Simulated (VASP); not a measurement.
Consider the following.

```
Fe
1.0
   -1.39387     1.39387     1.39387
    1.39387    -1.39387     1.39387
    1.39387     1.39387    -1.39387
Fe
1
Direct
  0.00000   0.00000   0.00000
```
Starting moments (μB, in the order of the record's atoms Fe): 2.1.

Method: PBEsol GGA, VASP's PBE PAW potentials (set 64) (plane waves; VASP). Numerical set-up: 520 eV cut-off, 18×18×18 Γ-centred mesh, first-order Methfessel-Paxton smearing of 0.10 eV, potentials Fe.

Task: Give the energy at these volumes per atom, relative to the lowest: 10.16, 10.48, 10.81, 11.13, 11.45 Å³.

Result: 32.5, 8.2, 0.0, 5.3, 22.7 meV/atom. A third-order Birch-Murnaghan fit gives B0 = 224 GPa and B0′ = 3.7.

Measured: bulk modulus 174 GPa at 0 K (computed value off by +29.0 %), as given by H. Levämäki et al., Physical Review B (2014), arXiv:1402.3671 [corrected for temperature and zero-point phonon effects]; a 2.853 Å at 0 K (computed value off by -2.3 %), as given by Daniel Mejia-Rodriguez et al., Physical Review B (2018), arXiv:1807.09216 [static lattice: zero-point anharmonic expansion removed].

The compound is Fe in the bcc structure. It was relaxed first, which changed the volume by -8 %.
